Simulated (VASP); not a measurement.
Method: PBE GGA, VASP's PBE PAW potentials (set 64) (plane waves; VASP 6.6.1).

Input for VASP

### KPOINTS
```
kpoints
0
Gamma
  13 13 7
0 0 0
```

**POSCAR**
```
Zr
1
    1.6306245491    -2.8243245123     0.0000000000
    1.6306245491     2.8243245123     0.0000000000
    0.0000000000     0.0000000000     5.2324207267
Zr
2
Direct
  0.3333330000   0.6666670000   0.2500000000
  0.6666670000   0.3333330000   0.7500000000
```

### INCAR
```
# general
SYSTEM  = Zr
PREC    = Accurate
ENCUT   = 520
LREAL   = .FALSE.
LASPH   = .TRUE.

# electronic loop
EDIFF   = 1E-7   # SCF stop (eV)
NELM    = 100   # most electronic steps
ALGO    = Normal   # blocked Davidson
LMAXMIX = 4   # l cut-off of mixed one-centre charges

# smearing
ISMEAR  = 1
SIGMA   = 0.1

# functional
GGA     = PE

# ions
IBRION  = 2
NSW     = 30   # most ionic steps
ISIF    = 4   # ions and shape, fixed volume
EDIFFG  = -0.01   # ionic stop

# output
LWAVE   = .FALSE.
LCHARG  = .FALSE.
```

POTCAR, in this order: Zr_sv (PBE.64 set). Program: vasp_std.

The resulting files:

File OSZICAR:
```
       N       E                     dE             d eps       ncg     rms          rms(c)
DAV:   1     0.216921760338E+03    0.21692E+03   -0.13564E+04  2688   0.148E+03
DAV:   2    -0.343315697538E+01   -0.22035E+03   -0.21854E+03  3384   0.412E+02
DAV:   3    -0.175400169405E+02   -0.14107E+02   -0.13951E+02  5168   0.777E+01
DAV:   4    -0.177792697829E+02   -0.23925E+00   -0.23924E+00  2848   0.114E+01
DAV:   5    -0.177870787328E+02   -0.78089E-02   -0.78089E-02  4312   0.134E+00    0.134E+01
DAV:   6    -0.171486351106E+02    0.63844E+00   -0.10280E+00  2792   0.882E+00    0.516E+00
DAV:   7    -0.170223552431E+02    0.12628E+00   -0.65132E-01  3816   0.610E+00    0.113E+00
DAV:   8    -0.170277975379E+02   -0.54423E-02   -0.40588E-02  3552   0.166E+00    0.298E-01
DAV:   9    -0.170280266116E+02   -0.22907E-03   -0.22060E-03  3216   0.497E-01    0.374E-02
DAV:  10    -0.170279756767E+02    0.50935E-04   -0.62645E-05  4056   0.518E-02    0.251E-02
DAV:  11    -0.170279750245E+02    0.65224E-06   -0.11761E-05  2960   0.438E-02    0.401E-03
DAV:  12    -0.170279750612E+02   -0.36711E-07   -0.42926E-07  3224   0.483E-03
   1 F= -.17027975E+02 E0= -.17028055E+02  d E =-.170280E+02
       N       E                     dE             d eps       ncg     rms          rms(c)
DAV:   1    -0.170280595848E+02   -0.84560E-04   -0.47507E-03  2728   0.646E-01    0.483E-02
DAV:   2    -0.170280038475E+02    0.55737E-04   -0.14378E-04  3072   0.956E-02    0.232E-02
DAV:   3    -0.170279873020E+02    0.16545E-04   -0.67851E-05  3720   0.592E-02    0.386E-03
DAV:   4    -0.170279874489E+02   -0.14694E-06   -0.11288E-06  3016   0.102E-02    0.183E-03
DAV:   5    -0.170279873986E+02    0.50352E-07   -0.64859E-08  2072   0.246E-03
   2 F= -.17027987E+02 E0= -.17028083E+02  d E =-.123374E-04
```

File OUTCAR:
```
------------------------ aborting loop because EDIFF is reached ----------------------------------------
  FORCE on cell =-STRESS in cart. coord.  units (eV):
  Direction    XX          YY          ZZ          XY          YZ          ZX
  --------------------------------------------------------------------------------------
  Total       -0.8065492     -0.8065491     -0.7932731      0.0000000     -0.0000000     -0.0000000
  in kB      -26.8126782    -26.8126772    -26.3713333      0.0000000     -0.0000000     -0.0000000
  external PRESSURE =     -26.6655629 kB  Pullay stress =       0.0000000 kB
  volume of cell :       48.19
      direct lattice vectors                 reciprocal lattice vectors
     1.630178224 -2.823551456  0.000000000     0.306714930 -0.177081951 -0.000000000
     1.630178224  2.823551456 -0.000000000     0.306714930  0.177081951  0.000000000
    -0.000000000 -0.000000000  5.235286277     0.000000000  0.000000000  0.191011522
 POSITION                                       TOTAL-FORCE (eV/Angst)
 -----------------------------------------------------------------------------------
      1.63018      0.94119      1.30882         0.000000      0.000000     -0.000000
      1.63018     -0.94119      3.92646        -0.000000     -0.000000      0.000000
 -----------------------------------------------------------------------------------
    total drift:                                0.000151      0.001142     -0.000019
  FREE ENERGIE OF THE ION-ELECTRON SYSTEM (eV)
  ---------------------------------------------------
  free  energy   TOTEN  =       -17.0279873986 eV

  energy  without entropy=      -17.0282738354  energy(sigma->0) =      -17.02808288

 reached required accuracy - stopping structural energy minimisation
```
(Selected blocks of OUTCAR.)

### CONTCAR
```
Zr
   1.00000000000000
     1.6301782237204034   -2.8235514562239592    0.0000000000000000
     1.6301782237204034    2.8235514562239592   -0.0000000000000000
    -0.0000000000000000   -0.0000000000000000    5.2352862767273205
  Zr
     2
Direct
     0.3333330000000032    0.6666669999999968    0.2500000000000000
     0.6666669999999968    0.3333330000000032    0.7500000000000000
```

### OUTCAR
```
 val. band max:        8.6235921236   @ k =   0.1538  -0.0000   0.0000

 cond. band min:       8.6507988247   @ k =   0.2308   0.1538   0.4286


 Fermi energy:         8.6414798296

 k-point     1 :       0.0000    0.0000    0.0000
  band No.  band energies     occupation
      1     -40.2915      2.00000
      2     -40.1621      2.00000
      3     -18.7466      2.00000
      4     -17.9670      2.00000
      5     -17.9670      2.00000
      6     -17.8615      2.00000
      7     -17.8450      2.00000
      8     -17.8450      2.00000
      9       3.0217      2.00000
     10       5.6698      2.00000
     11       9.4843     -0.00000
     12       9.4843     -0.00000
     13       9.5453     -0.00000
     14       9.5988     -0.00000
     15      10.1262     -0.00000
     16      10.1262     -0.00000

 k-point     2 :       0.0769   -0.0000    0.0000
  band No.  band energies     occupation
      1     -40.2856      2.00000
      2     -40.1595      2.00000
      3     -18.7305      2.00000
      4     -18.0034      2.00000
      5     -17.9788      2.00000
      6     -17.8828      2.00000
      7     -17.8681      2.00000
      8     -17.8500      2.00000
      9       3.1822      2.00000
     10       5.8181      2.00000
     11       9.0858     -0.00000
     12       9.2999     -0.00000
     13       9.6325     -0.00000
     14       9.8504     -0.00000
     15       9.9951     -0.00000
     16      10.2653     -0.00000

 k-point     3 :       0.1538   -0.0000    0.0000
  band No.  band energies     occupation
      1     -40.2690      2.00000
      2     -40.1526      2.00000
      3     -18.6839      2.00000
      4     -18.1044      2.00000
      5     -18.0106      2.00000
      6     -17.9854      2.00000
      7     -17.8883      2.00000
      8     -17.8647      2.00000
      9       3.6393      2.00000
     10       6.2093      2.00000
     11       8.5766      1.88118
     12       8.6236      1.29745
     13       9.6205     -0.00000
...
```

The compound is Zr in the hcp structure. This cell is one point of a volume scan, at 1.03 of the reference volume. Symmetry was kept, so distortions that lower it aren't found.
